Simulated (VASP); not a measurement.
The system is Al2O3.

```
Al O
1.0
     2.38025    1.37424    4.33187
    -2.38025    1.37424    4.33187
     0.00000   -2.74848    4.33187
Al O
4 6
Direct
  0.35216 0.35216 0.35216
  0.14784 0.14784 0.14784
  0.64784 0.64784 0.64784
  0.85216 0.85216 0.85216
  0.55668 0.94332 0.25000
  0.25000 0.55668 0.94332
  0.94332 0.25000 0.55668
  0.44332 0.05668 0.75000
  0.75000 0.44332 0.05668
  0.05668 0.75000 0.44332
```

| Quantity | Value |
| --- | --- |
| Program | VASP 6.6.1 |
| Task | relaxation of cell and atoms |
| Functional | PBE |
| Potentials or basis | VASP PAW PBE potentials, release 64 (Al, O) |
| Cutoff | 600 eV |
| k mesh | 9 × 9 × 7 |
| Occupations | gaussian, width 0.03 eV |
| Spin | no spin polarisation |

At the start: pressure 6.9 GPa; volume 8.50 Å³/atom.

Question: Where does the relaxation end?

Answer: Over 5 steps the energy falls by 5.1 meV/atom and the volume is 8.74 Å³/atom (+2.8 %); space group R-3c (No. 167, to 0.05 Å).

The path:
| step | energy change (eV) | largest force (eV/Å) | pressure (GPa) | volume (Å³) |
| --- | --- | --- | --- | --- |
| 1 | 0.0000 | 0.0276 | 6.85 | 85.02 |
| 2 | -0.0141 | 0.0476 | -5.32 | 89.57 |
| 3 | -0.0505 | 0.0372 | -0.02 | 87.44 |
| 4 | -0.0505 | 0.0370 | 0.11 | 87.39 |
| 5 | -0.0507 | 0.0032 | 0.11 | 87.40 |

Final structure:
```
Al O
1.0
     2.40243    1.38704    4.37125
    -2.40243    1.38704    4.37125
     0.00000   -2.77409    4.37125
Al O
4 6
Direct
  0.35214 0.35214 0.35214
  0.14786 0.14786 0.14786
  0.64786 0.64786 0.64786
  0.85214 0.85214 0.85214
  0.55620 0.94380 0.25000
  0.25000 0.55620 0.94380
  0.94380 0.25000 0.55620
  0.44380 0.05620 0.75000
  0.75000 0.44380 0.05620
  0.05620 0.75000 0.44380
```
